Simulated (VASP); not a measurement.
Level of theory: PBEsol GGA, VASP's PBE PAW potentials (set 64) (plane waves; VASP 6.6.1).

VASP ran on this input.

File KPOINTS:
```
kpoints
0
Gamma
7 7 7
```

INCAR:
```
IBRION  =  2   ! conjugate gradients
SYSTEM  =  SnSe
ISIF  =  3   ! ions, shape and volume
LASPH  =  .TRUE.   ! aspherical one-centre terms
EDIFF  =  1E-6
LREAL  =  .FALSE.   ! projection in real space or not
SIGMA  =  0.05
LWAVE  =  .FALSE.
PREC  =  Accurate
NSW  =  60   ! most ionic steps
ISMEAR  =  0
ALGO  =  Normal   ! blocked Davidson
NELM  =  100
EDIFFG  =  -0.01   ! ionic stop
ENCUT  =  400   ! plane-wave cut-off (eV)
LCHARG  =  .FALSE.
GGA  =  PS   ! PBEsol
LMAXMIX  =  4   ! l cut-off of mixed one-centre charges
```

**POSCAR**
```
SnSe
1
    0.0000000000     2.7972000000     2.7972000000
    2.7972000000     0.0000000000     2.7972000000
    2.7972000000     2.7972000000     0.0000000000
Sn Se
1 1
Direct
  0.0000000000   0.0000000000   0.0000000000
  0.5000000000   0.5000000000   0.5000000000
```

POTCAR, in this order: Sn_d Se (PBE.64 set). Program: vasp_std.

Energy and stress use the plane-wave basis of the starting cell.

### Question
What does the run give for the energy per atom (σ→0), volume per atom?

### Answer

| Property | Result |
|---|---|
| energy per atom (σ→0) | -4.488 eV/atom |
| volume per atom | 26.21 Å³/atom |

**OSZICAR**
```
...
DAV:   3    -0.898937116495E+01    0.28066E+00   -0.89257E-01   686   0.151E+01    0.656E-01
DAV:   4    -0.897684916885E+01    0.12522E-01   -0.32230E-02   670   0.165E+00    0.205E-01
DAV:   5    -0.897598514281E+01    0.86403E-03   -0.12730E-03   732   0.277E-01    0.102E-01
DAV:   6    -0.897588673376E+01    0.98409E-04   -0.26698E-04   632   0.202E-01    0.192E-02
DAV:   7    -0.897587246553E+01    0.14268E-04   -0.27526E-05   652   0.546E-02    0.601E-03
DAV:   8    -0.897587003900E+01    0.24265E-05   -0.61608E-06   602   0.216E-02    0.167E-03
DAV:   9    -0.897587029231E+01   -0.25332E-06   -0.21453E-07   298   0.580E-03
   3 F= -.89758703E+01 E0= -.89758703E+01  d E =-.344332E+00
```

The structure was generated: SnSe was put into the rock salt type (Fm-3m), which need not be its known phase. This run relaxes it. Symmetry was kept, so distortions that lower it aren't found.
